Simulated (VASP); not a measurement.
# Shielding tensors and field gradients of La2O3, part 5 of 7

Aim: NMR shielding tensors and field gradients of La2O3. The cell has space group P-3m1, a computed entry that need not be the common form of this compound. The start is a computed cell from the Materials Project.

VASP 6.6.1, plane waves and PAW; the level of theory is named at each step.

So far. Step 3 (Ground state): The cell has a gap of 3.91 eV on this mesh. Spin-orbit coupling is left out, which can shift or reorder these edges. Step 5 (Another functional): Against the first shielding run the largest change is -55.5 ppm, on La1.

## (7) Cell stretched

Level of this step: chemical shifts by linear response (GIPAW), PBE; plane waves and PAW (La, O) (VASP).

A changed volume shows how shieldings follow the bond lengths.

Contents of INCAR:

```
SYSTEM = La2O3
PREC = Accurate
ENCUT = 560
EDIFF = 1E-09
NELM = 100
ISMEAR = 0
SIGMA = 0.01
LREAL = .FALSE.
ALGO = Normal
GGA = PE
NBANDS = 26
LASPH = .TRUE.
LWAVE = .FALSE.
LCHARG = .FALSE.
KPAR = 2
LCHIMAG = .TRUE.
LEFG = .TRUE.
DQ = 0.001
ICHIBARE = 1
LNMR_SYM_RED = .TRUE.
```

Contents of POSCAR:

```
La2O3
1.0
    3.9825045714      0.0000000000      0.0000000000
   -1.9912522857      3.4489501296      0.0000000000
    0.0000000000      0.0000000000      6.1923831845
La O
2 3
Direct
    0.6666666700      0.3333333300      0.7537901409
    0.3333333300      0.6666666700      0.2462098591
    0.6666666700      0.3333333300      0.3540179778
    0.3333333300      0.6666666700      0.6459820222
    0.0000000000      0.0000000000      0.0000000000
```

Contents of KPOINTS:

```
Automatic mesh
0
Gamma
6 6 4
0 0 0
```

The projector-augmented-wave data sets are La and O (PBE family, release 64).

Run with:

```console
mpirun -np 2 vasp_std
```

Output:

```text
[... set-up lines as in an earlier step ...]
 entering main loop
       N       E                     dE             d eps       ncg     rms          rms(c)
DAV:   1     0.491844285097E+03    0.49184E+03   -0.16482E+04  1264   0.247E+03
DAV:   2     0.916012279727E+02   -0.40024E+03   -0.38888E+03  1768   0.384E+02
DAV:   3    -0.297419689447E+02   -0.12134E+03   -0.11818E+03  2160   0.209E+02
DAV:   4    -0.464160838290E+02   -0.16674E+02   -0.16647E+02  2116   0.836E+01
DAV:   5    -0.475225856333E+02   -0.11065E+01   -0.11058E+01  2120   0.252E+01    0.147E+01
DAV:   6    -0.418654309928E+02    0.56572E+01   -0.52395E+01  1976   0.404E+01    0.758E+00
DAV:   7    -0.418048919172E+02    0.60539E-01   -0.58815E+00  2408   0.232E+01    0.339E+00
DAV:   8    -0.418003232739E+02    0.45686E-02   -0.53982E-01  2136   0.591E+00    0.124E+00
DAV:   9    -0.417994876559E+02    0.83562E-03   -0.85942E-02  2192   0.242E+00    0.384E-01
DAV:  10    -0.418022396658E+02   -0.27520E-02   -0.36531E-02  2192   0.125E+00    0.200E-01
DAV:  11    -0.418032855101E+02   -0.10458E-02   -0.12660E-02  2144   0.811E-01    0.147E-01
DAV:  12    -0.418035281363E+02   -0.24263E-03   -0.30503E-03  2000   0.384E-01    0.696E-02
DAV:  13    -0.418035306736E+02   -0.25373E-05   -0.13686E-03  2160   0.247E-01    0.196E-02
DAV:  14    -0.418035471221E+02   -0.16448E-04   -0.20965E-04  2016   0.104E-01    0.175E-02
DAV:  15    -0.418035419187E+02    0.52033E-05   -0.61406E-05  2184   0.578E-02    0.406E-03
DAV:  16    -0.418035427247E+02   -0.80594E-06   -0.91132E-06  1968   0.179E-02    0.621E-03
DAV:  17    -0.418035420535E+02    0.67117E-06   -0.35408E-06  2280   0.131E-02    0.169E-03
DAV:  18    -0.418035420682E+02   -0.14721E-07   -0.49355E-07  1824   0.451E-03    0.477E-04
DAV:  19    -0.418035420667E+02    0.15366E-08   -0.14985E-07  2416   0.261E-03    0.432E-04
DAV:  20    -0.418035420623E+02    0.44370E-08   -0.53815E-08  2056   0.134E-03    0.198E-04
DAV:  21    -0.418035420599E+02    0.23838E-08   -0.83322E-09  1896   0.651E-04    0.137E-04
DAV:  22    -0.418035420613E+02   -0.14320E-08   -0.17237E-09  1264   0.399E-04    0.423E-05
DAV:  23    -0.418035420626E+02   -0.13151E-08   -0.37017E-10  1176   0.290E-04    0.273E-05
DAV:  24    -0.418035420635E+02   -0.82764E-09   -0.37497E-10  1192   0.249E-04
ion   1
     0.0000000     0.0000000    -0.0000000     0.5778912    -0.0000000    -0.0000000
     0.0000602     0.0000000    -0.0000000     0.5778912    -0.0000000    -0.0000000
     0.0000829     0.0000000    -0.0000000     0.5778912    -0.0000000    -0.0000000
     0.0001141     0.0000000    -0.0000000     0.5778912    -0.0000000    -0.0000000
     0.0001572     0.0000000    -0.0000000     0.5778911    -0.0000000    -0.0000000

     0.0000000     0.0000000     0.0000000   -84.9561776     0.0000000    -0.0000002
     0.0000602     0.0000000     0.0000000   -84.9318996     0.0000000    -0.0000002
     0.0000829     0.0000000     0.0000000   -84.9195069     0.0000000    -0.0000002
     0.0001141     0.0000000     0.0000000   -84.9001009     0.0000000    -0.0000002
     0.0001572     0.0000000     0.0000000   -84.8698448     0.0000000    -0.0000002

ion   2
     0.0000000     0.0000000    -0.0000000     0.5778912     0.0000000    -0.0000000
     0.0000602     0.0000000    -0.0000000     0.5778912     0.0000000    -0.0000000
     0.0000829     0.0000000    -0.0000000     0.5778912     0.0000000    -0.0000000
     0.0001141     0.0000000    -0.0000000     0.5778912     0.0000000    -0.0000000
     0.0001572     0.0000000    -0.0000000     0.5778911     0.0000000    -0.0000000

     0.0000000     0.0000000     0.0000000   -84.9561776    -0.0000000    -0.0000002
     0.0000602     0.0000000     0.0000000   -84.9318996    -0.0000000    -0.0000002
     0.0000829     0.0000000     0.0000000   -84.9195069    -0.0000000    -0.0000002
     0.0001141     0.0000000     0.0000000   -84.9001009    -0.0000000    -0.0000002
     0.0001572     0.0000000     0.0000000   -84.8698448    -0.0000000    -0.0000002

ion   3
     0.0000000     0.0000000     0.0000000    -2.5612913    -0.0000000    -0.0000000
     0.0000293     0.0000000     0.0000000    -2.5612912    -0.0000000    -0.0000000
     0.0000403     0.0000000     0.0000000    -2.5612912    -0.0000000    -0.0000000
     0.0000555     0.0000000     0.0000000    -2.5612912    -0.0000000    -0.0000000
     0.0000765     0.0000000     0.0000000    -2.5612911    -0.0000000    -0.0000000

     0.0000000     0.0000000     0.0000000    -6.9491266    -0.0000000    -0.0000000
     0.0000293     0.0000000     0.0000000    -6.9491249    -0.0000000    -0.0000000
     0.0000403     0.0000000     0.0000000    -6.9491238    -0.0000000    -0.0000000
     0.0000555     0.0000000     0.0000000    -6.9491219    -0.0000000    -0.0000000
     0.0000765     0.0000000     0.0000000    -6.9491187    -0.0000000    -0.0000000

ion   4
     0.0000000     0.0000000     0.0000000    -2.5612913    -0.0000000    -0.0000000
     0.0000293     0.0000000     0.0000000    -2.5612912    -0.0000000    -0.0000000
     0.0000403     0.0000000     0.0000000    -2.5612912    -0.0000000    -0.0000000
     0.0000555     0.0000000     0.0000000    -2.5612912    -0.0000000    -0.0000000
     0.0000765     0.0000000     0.0000000    -2.5612911    -0.0000000    -0.0000000

     0.0000000     0.0000000     0.0000000    -6.9491266    -0.0000000    -0.0000000
     0.0000293     0.0000000     0.0000000    -6.9491249    -0.0000000    -0.0000000
     0.0000403     0.0000000     0.0000000    -6.9491238    -0.0000000    -0.0000000
     0.0000555     0.0000000     0.0000000    -6.9491219    -0.0000000    -0.0000000
     0.0000765     0.0000000     0.0000000    -6.9491187    -0.0000000    -0.0000000

ion   5
     0.0000000     0.0000000    -0.0000000     2.6444246     0.0000000    -0.0000000
     0.0000293     0.0000000    -0.0000000     2.6444246     0.0000000    -0.0000000
     0.0000403     0.0000000    -0.0000000     2.6444245     0.0000000    -0.0000000
     0.0000555     0.0000000    -0.0000000     2.6444245     0.0000000    -0.0000000
     0.0000765     0.0000000    -0.0000000     2.6444244     0.0000000    -0.0000000

     0.0000000     0.0000000    -0.0000000     7.8735825     0.0000000    -0.0000000
     0.0000293     0.0000000    -0.0000000     7.8735805     0.0000000    -0.0000000
     0.0000403     0.0000000    -0.0000000     7.8735791     0.0000000    -0.0000000
     0.0000555     0.0000000    -0.0000000     7.8735769     0.0000000    -0.0000000
     0.0000765     0.0000000    -0.0000000     7.8735731     0.0000000    -0.0000000

   1 F= -.41803542E+02 E0= -.41803542E+02  d E =-.461025E-15
[...]
BDIR= 3  IDIR= 1  IQ=  1
DAV:   1    -0.343010422915E+03   -0.34301E+03   -0.43182E-02  2582   0.110E+00
DAV:   2    -0.343011344315E+03   -0.92140E-03   -0.92140E-03  4752   0.906E-01
DAV:   3    -0.343011387206E+03   -0.42891E-04   -0.42891E-04  4048   0.118E-01
DAV:   4    -0.343011392854E+03   -0.56487E-05   -0.56487E-05  4664   0.587E-02
DAV:   5    -0.343011393185E+03   -0.33044E-06   -0.33045E-06  4112   0.108E-02
DAV:   6    -0.343011393221E+03   -0.35871E-07   -0.35891E-07  4624   0.410E-03
DAV:   7    -0.343011393224E+03   -0.30654E-08   -0.30148E-08  4176   0.103E-03
DAV:   8    -0.343011393224E+03   -0.26137E-09   -0.24574E-09  3136   0.355E-04
       N       E                     dE             d eps       ncg     rms
RMM:   1    -0.998523104867E+02   -0.99852E+02   -0.13454E+02  2959   0.454E+02
RMM:   2    -0.141700580495E+03   -0.41848E+02   -0.12650E+02  5289   0.423E+01
RMM:   3    -0.144188666916E+03   -0.24881E+01   -0.78051E+00  5822   0.975E+00
RMM:   4    -0.144502844255E+03   -0.31418E+00   -0.83679E-01  5892   0.273E+00
RMM:   5    -0.144529855979E+03   -0.27012E-01   -0.10657E-01  5768   0.909E-01
RMM:   6    -0.144532935597E+03   -0.30796E-02   -0.10638E-02  5842   0.302E-01
RMM:   7    -0.144533385031E+03   -0.44943E-03   -0.22979E-03  5889   0.112E-01
RMM:   8    -0.144533452772E+03   -0.67741E-04   -0.24091E-04  5812   0.388E-02
RMM:   9    -0.144533463886E+03   -0.11114E-04   -0.61437E-05  5831   0.150E-02
RMM:  10    -0.144533465934E+03   -0.20482E-05   -0.76281E-06  5414   0.555E-03
RMM:  11    -0.144533466283E+03   -0.34923E-06   -0.18729E-06  4925   0.219E-03
RMM:  12    -0.144533466344E+03   -0.60421E-07   -0.24024E-07  4088   0.818E-04
RMM:  13    -0.144533466353E+03   -0.90172E-08   -0.52738E-08  3312   0.340E-04
RMM:  14    -0.144533466354E+03   -0.17762E-08   -0.63000E-09  2611   0.150E-04
RMM:  15    -0.144533466355E+03   -0.25170E-09   -0.14435E-09  2153   0.872E-05
BDIR= 3  IDIR= 2  IQ= -1
DAV:   1    -0.343021130908E+03   -0.34302E+03   -0.43179E-02  2590   0.110E+00
DAV:   2    -0.343022055722E+03   -0.92481E-03   -0.92481E-03  4760   0.905E-01
DAV:   3    -0.343022094333E+03   -0.38611E-04   -0.38611E-04  3962   0.116E-01
DAV:   4    -0.343022099914E+03   -0.55806E-05   -0.55806E-05  4648   0.596E-02
DAV:   5    -0.343022100217E+03   -0.30323E-06   -0.30319E-06  4080   0.106E-02
DAV:   6    -0.343022100250E+03   -0.32844E-07   -0.32830E-07  4608   0.412E-03
DAV:   7    -0.343022100252E+03   -0.26058E-08   -0.25999E-08  4176   0.974E-04
DAV:   8    -0.343022100253E+03   -0.26205E-09   -0.23801E-09  3104   0.359E-04
       N       E                     dE             d eps       ncg     rms
RMM:   1    -0.100012774893E+03   -0.10001E+03   -0.13617E+02  2959   0.454E+02
RMM:   2    -0.141770327494E+03   -0.41758E+02   -0.12664E+02  5294   0.421E+01
RMM:   3    -0.144217046168E+03   -0.24467E+01   -0.77948E+00  5782   0.972E+00
RMM:   4    -0.144518319062E+03   -0.30127E+00   -0.79917E-01  5796   0.272E+00
RMM:   5    -0.144544909161E+03   -0.26590E-01   -0.10589E-01  5742   0.922E-01
RMM:   6    -0.144548056863E+03   -0.31477E-02   -0.10637E-02  5764   0.307E-01
RMM:   7    -0.144548497753E+03   -0.44089E-03   -0.22951E-03  5801   0.113E-01
RMM:   8    -0.144548563019E+03   -0.65266E-04   -0.23588E-04  5635   0.402E-02
RMM:   9    -0.144548574857E+03   -0.11837E-04   -0.70045E-05  5506   0.156E-02
RMM:  10    -0.144548576867E+03   -0.20108E-05   -0.71593E-06  5149   0.577E-03
RMM:  11    -0.144548577251E+03   -0.38395E-06   -0.23445E-06  4748   0.233E-03
RMM:  12    -0.144548577315E+03   -0.64090E-07   -0.20893E-07  3946   0.882E-04
RMM:  13    -0.144548577326E+03   -0.11040E-07   -0.68285E-08  3178   0.376E-04
RMM:  14    -0.144548577328E+03   -0.20507E-08   -0.67845E-09  2579   0.169E-04
RMM:  15    -0.144548577329E+03   -0.36405E-09   -0.22753E-09  2192   0.964E-05
BDIR= 3  IDIR= 2  IQ=  0
DAV:   1    -0.343012731859E+03   -0.34301E+03   -0.19720E-10  2352   0.244E-04
DAV:   2    -0.343012731859E+03    0.40075E-10   -0.12402E-10  2304   0.168E-04
       N       E                     dE             d eps       ncg     rms
RMM:   1    -0.100023922152E+03   -0.10002E+03   -0.13622E+02  2958   0.454E+02
RMM:   2    -0.141772125807E+03   -0.41748E+02   -0.12658E+02  5291   0.421E+01
RMM:   3    -0.144217964555E+03   -0.24458E+01   -0.77953E+00  5786   0.972E+00
RMM:   4    -0.144517611561E+03   -0.29965E+00   -0.79340E-01  5795   0.271E+00
RMM:   5    -0.144544185016E+03   -0.26573E-01   -0.10574E-01  5744   0.922E-01
RMM:   6    -0.144547333524E+03   -0.31485E-02   -0.10653E-02  5768   0.307E-01
RMM:   7    -0.144547775675E+03   -0.44215E-03   -0.22993E-03  5787   0.113E-01
RMM:   8    -0.144547840977E+03   -0.65302E-04   -0.23540E-04  5607   0.401E-02
RMM:   9    -0.144547852866E+03   -0.11889E-04   -0.70461E-05  5512   0.156E-02
RMM:  10    -0.144547854897E+03   -0.20313E-05   -0.72070E-06  5124   0.574E-03
RMM:  11    -0.144547855282E+03   -0.38473E-06   -0.23450E-06  4696   0.231E-03
RMM:  12    -0.144547855346E+03   -0.64787E-07   -0.21376E-07  3889   0.876E-04
RMM:  13    -0.144547855358E+03   -0.11379E-07   -0.70179E-08  3147   0.375E-04
RMM:  14    -0.144547855360E+03   -0.21200E-08   -0.70480E-09  2531   0.169E-04
RMM:  15    -0.144547855360E+03   -0.37701E-09   -0.23537E-09  2143   0.965E-05
BDIR= 3  IDIR= 2  IQ=  1
DAV:   1    -0.343002392858E+03   -0.34300E+03   -0.43177E-02  2590   0.110E+00
DAV:   2    -0.343003318557E+03   -0.92570E-03   -0.92570E-03  4752   0.906E-01
DAV:   3    -0.343003357877E+03   -0.39320E-04   -0.39319E-04  3966   0.116E-01
DAV:   4    -0.343003363415E+03   -0.55385E-05   -0.55385E-05  4664   0.592E-02
DAV:   5    -0.343003363721E+03   -0.30546E-06   -0.30547E-06  4150   0.105E-02
DAV:   6    -0.343003363753E+03   -0.31997E-07   -0.32003E-07  4632   0.402E-03
DAV:   7    -0.343003363755E+03   -0.25536E-08   -0.25781E-08  4232   0.924E-04
DAV:   8    -0.343003363756E+03   -0.31514E-09   -0.22855E-09  3144   0.348E-04
       N       E                     dE             d eps       ncg     rms
RMM:   1    -0.100012893401E+03   -0.10001E+03   -0.13604E+02  2957   0.454E+02
RMM:   2    -0.141759357259E+03   -0.41746E+02   -0.12650E+02  5290   0.421E+01
RMM:   3    -0.144216120145E+03   -0.24568E+01   -0.77966E+00  5783   0.972E+00
RMM:   4    -0.144516507260E+03   -0.30039E+00   -0.79811E-01  5799   0.271E+00
RMM:   5    -0.144543005326E+03   -0.26498E-01   -0.10541E-01  5748   0.922E-01
RMM:   6    -0.144546172913E+03   -0.31676E-02   -0.10709E-02  5775   0.307E-01
RMM:   7    -0.144546621584E+03   -0.44867E-03   -0.23505E-03  5791   0.114E-01
RMM:   8    -0.144546687455E+03   -0.65871E-04   -0.23511E-04  5624   0.400E-02
RMM:   9    -0.144546699232E+03   -0.11777E-04   -0.69887E-05  5512   0.155E-02
RMM:  10    -0.144546701261E+03   -0.20293E-05   -0.72079E-06  5158   0.574E-03
RMM:  11    -0.144546701642E+03   -0.38077E-06   -0.23012E-06  4721   0.230E-03
RMM:  12    -0.144546701708E+03   -0.65781E-07   -0.21724E-07  3924   0.881E-04
RMM:  13    -0.144546701719E+03   -0.11710E-07   -0.72895E-08  3197   0.378E-04
RMM:  14    -0.144546701721E+03   -0.21798E-08   -0.71105E-09  2543   0.167E-04
RMM:  15    -0.144546701722E+03   -0.37247E-09   -0.23259E-09  2164   0.957E-05
       N       E                     dE             d eps       ncg     rms
RLQ:   1    -0.586379177957E+01   -0.58638E+01   -0.14157E+03  2450   0.753E+02
RLQ:   2    -0.826520250014E+01   -0.24014E+01   -0.26522E+00  5275   0.667E+00
RLQ:   3    -0.836449949555E+01   -0.99297E-01   -0.24098E-01  5527   0.126E+00
RLQ:   4    -0.837074616145E+01   -0.62467E-02   -0.14255E-02  5670   0.268E-01
RLQ:   5    -0.837114672757E+01   -0.40057E-03   -0.88330E-04  5654   0.632E-02
RLQ:   6    -0.837117451450E+01   -0.27787E-04   -0.66359E-05  5601   0.167E-02
RLQ:   7    -0.837117636844E+01   -0.18539E-05   -0.47272E-06  5183   0.394E-03
RLQ:   8    -0.837117652495E+01   -0.15652E-06   -0.54596E-07  4653   0.114E-03
RLQ:   9    -0.837117653968E+01   -0.14731E-07   -0.56529E-08  3750   0.336E-04
RLQ:  10    -0.837117654116E+01   -0.14771E-08   -0.38465E-09  2503   0.114E-04
RLQ:  11    -0.837117654127E+01   -0.10763E-09   -0.38017E-10  1903   0.686E-05
```

The job ended after 18 min (2 MPI ranks of Intel Xeon 6975P-C (Granite Rapids), shared host; peak memory 1.4 GiB).

From OUTCAR (step 7):

```text
   ENCUT  =  560.0 eV  41.16 Ry    6.42 a.u.   7.68  7.68 11.95*2*pi/ulx,y,z

   NELECT =      40.0000    total number of electrons

  Total       -2.0514377     -2.0514377     -1.2645066     -0.0000000      0.0000000      0.0000000
  in kB      -38.6427392    -38.6427392    -23.8193913     -0.0000000      0.0000000      0.0000000
  external PRESSURE =     -33.7016233 kB  Pullay stress =       0.0000000 kB

 POSITION                                       TOTAL-FORCE (eV/Angst)
 -----------------------------------------------------------------------------------
      1.99125      1.14965      4.66776         0.000000     -0.000000     -0.276715
     -0.00000      2.29930      1.52463        -0.000000      0.000000      0.276715
      1.99125      1.14965      2.19221        -0.000000      0.000000     -0.050025
     -0.00000      2.29930      4.00017        -0.000000      0.000000      0.050025
      0.00000      0.00000      0.00000         0.000000      0.000000      0.000000
 -----------------------------------------------------------------------------------
    total drift:                                0.000000      0.000000      0.000000

 Electric field gradients after diagonalization (V/A^2)
 (convention: |V_zz| > |V_xx| > |V_yy|)
----------------------------------------------------------------------
 ion       V_xx      V_yy      V_zz     asymmetry (V_yy - V_xx)/ V_zz
----------------------------------------------------------------------
   1     -53.577   -53.577   107.155       0.000
   2     -53.577   -53.577   107.155       0.000
   3      -4.005    -4.004     8.009       0.000
   4      -4.005    -4.004     8.009       0.000
   5       4.953     4.947    -9.900       0.001
----------------------------------------------------------------------

  ORBITAL MAGNETIC SUSCEPTIBILITY, excluding core contribution
 -------------------------------------------------------------
  Approximate magnetic susceptibility, pGv (10^-6 cm^3/mole)
     1        -59.697810          0.000000          0.000000
     2          0.000000        -59.600922          1.001361
     3          0.000000          0.828605        -53.697551
 -------------------------------------------------------------
  Approximate magnetic susceptibility, vGv (10^-6 cm^3/mole)
     1        -33.109702          0.000000          0.000000
     2          0.000000        -32.999406          1.389620
     3          0.000000          1.356290        -24.923958

  BDIR labels direction of applied magnetic field (i.e. B0)
  For BDIR==1, B0 along x-axis, etc.
  Induced field listed along cartesian directions for each BDIR
 ------------------------------------------------------------------------------------------
                 EXCLUDING G=0 CONTRIBUTION              INCLUDING G=0 CONTRIBUTION
 ------------------------------------------------------------------------------------------
  ion  BDIR            X           Y           Z                X           Y           Z
          (   iso_shield        span        skew ) (   iso_shield        span        skew )
 ------------------------------------------------------------------------------------------
    1     1    3901.1424     -0.0000      0.0000        3914.2292     -0.0000      0.0000
          2       0.0000   3901.1583     -0.0043           0.0000   3914.2292     -0.1681
          3       0.0000     -0.0019   3397.8465           0.0000     -0.1374   3409.9519
          (    3733.3824    503.3118     -0.9999 ) (    3746.1368    504.2774     -1.0000 )

    2     1    3901.1424     -0.0000      0.0000        3914.2292     -0.0000      0.0000
          2       0.0000   3901.1583     -0.0043           0.0000   3914.2292     -0.1681
          3       0.0000     -0.0019   3397.8465           0.0000     -0.1374   3409.9519
          (    3733.3824    503.3118     -0.9999 ) (    3746.1368    504.2774     -1.0000 )

    3     1    -403.8360      0.0000     -0.0000        -390.7493      0.0000     -0.0000
          2       0.0000   -403.8354     -0.0001           0.0000   -390.7645     -0.1639
          3       0.0000      0.0026   -595.8325           0.0000     -0.1329   -583.7271
          (    -467.8346    191.9971     -1.0000 ) (    -455.0803    192.9779     -0.9998 )

    4     1    -403.8360      0.0000     -0.0000        -390.7493      0.0000     -0.0000
          2       0.0000   -403.8354     -0.0001           0.0000   -390.7645     -0.1639
          3       0.0000      0.0026   -595.8325           0.0000     -0.1329   -583.7271
          (    -467.8346    191.9971     -1.0000 ) (    -455.0803    192.9779     -0.9998 )

    5     1    -416.9731      0.0000      0.0000        -403.8863      0.0000      0.0000
          2       0.0000   -416.9732     -0.0002           0.0000   -403.9023     -0.1640
          3       0.0000      0.0067   -321.1575           0.0000     -0.1288   -309.0521
          (    -385.0346     95.8157      1.0000 ) (    -372.2802     94.8506      0.9997 )
 ------------------------------------------------------------------------------------------

[... 4 parts as in an earlier step ...]

[... 7 further parts left out ...]
```

This step gave:

```yaml
free_energy_toten: -41.80 eV
fermi_energy: 5.648 eV
pressure: -3.370 GPa
gap_on_the_k_mesh: 3.799 eV
least_direct_gap_on_the_k_mesh: 3.985 eV
```

Valence and core; the G = 0 term is that of a spherical sample. NMR shielding, by row:

```tsv
atom	isotropic shielding (ppm)	span (ppm)	skew	isotropic shielding without the G = 0 term (ppm)
La1	3746	504.3	-1	3733
La2	3746	504.3	-1	3733
O3	-455.1	193	-0.9998	-467.8
O4	-455.1	193	-0.9998	-467.8
O5	-372.3	94.85	0.9997	-385
```

Ordered as |Vzz| ≥ |Vxx| ≥ |Vyy|, the program's way. Electric field gradients, by row:

```tsv
atom	Vxx (V/Å²)	Vyy (V/Å²)	Vzz (V/Å²)	asymmetry
La1	-53.58	-53.58	107.2	0
La2	-53.58	-53.58	107.2	0
O3	-4.005	-4.004	8.009	0
O4	-4.005	-4.004	8.009	0
O5	4.953	4.947	-9.9	0.001
```

Against the first shielding run the largest change is +30.0 ppm, on La1.

[end of part 5 of 7]

[Lines on the potential files, build, host, timing and source positions are cut from VASP's logs without a mark.]

[Logs are printed without paths, hosts, clocks, repeated set-up lines and the standing remarks that a program may print on its own settings, such as how far it seeks lower states.]

[Hosts, paths, dates, database ids (printed as entryN), source tags and the programs' standing remarks are cut or masked in the printed files.]
